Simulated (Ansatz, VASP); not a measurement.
**Li2B: VASP beside Ansatz**

Contents of INCAR:

```
  PREC = Accurate
  ENCUT = 600
  EDIFF = 1E-6
  ISMEAR = 0
  SIGMA = 0.1
  LREAL = F
  LASPH = T
  NELM = 100
  ALGO = Normal
  ISIF = 3
  LWAVE = F
  LCHARG = F
  GGA = PE
  IBRION = 2
  NSW = 90
  EDIFFG = -0.04
```

KPOINTS

```
regular mesh
0
Gamma
  8 8 4
```

The input POSCAR:

```
Li2B
1.0
    2.1860193500     -1.4637945900      0.0000000000
    2.1860193500      1.4637945900      0.0000000000
   -0.5352742200      0.0000000000      4.3690067700
Li B
2 1
Direct
    0.2336437400      0.2336437400      0.2625626300
    0.7663562600      0.7663562600      0.7374373700
    0.5000000000      0.5000000000      0.0000000000
```

Input for Ansatz:

```yaml
crystal:
  lattice:
    - [2.18601935, -1.46379459, 0.0]
    - [2.18601935, 1.46379459, 0.0]
    - [-0.53527422, 0.0, 4.36900677]
  atoms:
    - { symbol: Li, position: [0.23364374, 0.23364374, 0.26256263] }
    - { symbol: Li, position: [0.76635626, 0.76635626, 0.73743737] }
    - { symbol: B, position: [0.5, 0.5, 0.0] }
basis:
  ecutwfc: 420
kpoints:
  mp_grid: { grid: [8, 8, 4] }
hamiltonian:
  xc: pbe
scf:
  occupations: { method: gaussian, width: 0.1 }
  lower_state_search: "off"
output:
  forces: true
  stress: true
  eigenvalues: true
relax:
  adjacent_minimum: "off"
  f_tol: 0.04
  max_steps: 70
  cell: { stress_tol: 0.4 }
```

Change from the starting cell: species swapped into the Ta2H type (C2/m, No. 12).

Alike in both runs: task relaxation of cell and atoms; functional PBE; k mesh 8 × 8 × 4; occupations gaussian, width 0.1 eV; no spin polarisation.

|  | VASP | Ansatz |
| --- | --- | --- |
| version | VASP 6.6.1 | Ansatz 0.2.0 |
| potentials or method | VASP PAW PBE potentials, release 64 (Li_sv, B) | scalar-relativistic, plane waves, PAW |
| plane-wave cutoff (eV) | 600 | 420 |
| valence electrons in the cell | 9 | 9 |

VASP gave:

| Item | Value |
| --- | --- |
| gap on the k mesh at the Fermi level, each at its own relaxed structure (eV) | none |
| relaxed volume (Å³/atom) | 10.19 |
| relaxed cell length with the largest relative difference (Å) | 5.419 |
| energy change over the relaxation (meV/atom) | -789 |

What did Ansatz give for the same quantities?

gap on the k mesh at the Fermi level, each at its own relaxed structure (eV): none; relaxed volume (Å³/atom): 10.72; relaxed cell length with the largest relative difference (Å): 5.679; energy change over the relaxation (meV/atom): -798.

A gap of «none» marks a metal or a gap that the smearing closes. One of these differences is far larger than is usual between the two programs; its cause wasn't traced.

Caveats: the cutoff is under 1.25 times the usual one of these potentials, so pressure, stress and relaxed cells hold a basis-set (Pulay) error (VASP).
